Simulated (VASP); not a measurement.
Consider the following.

```
CELL_PARAMETERS angstrom
      4.16886    -2.28060    -0.00240
      4.16886     2.28060    -0.00240
      2.92340     0.00000     3.74624
ATOMIC_POSITIONS crystal
  Bi 0.23542 0.23542 0.23542
  Bi 0.76458 0.76458 0.76458
```

Method: rev-vdW-DF2, VASP's PBE PAW potentials (set 64) (plane waves; VASP). Settings: 520 eV cut-off, Gaussian smearing of 0.050 eV, potentials Bi_d.

Unless said otherwise, spin-orbit coupling is left out, though it shifts the bands of the heavy elements here.

Estimate the band gap (along the path) with the smallest direct gap where there is one.

```yaml
band gap (along the path): none (metal, semimetal or under 0.01 eV)
```

The compound is Bi in the a7 structure. It was relaxed first.
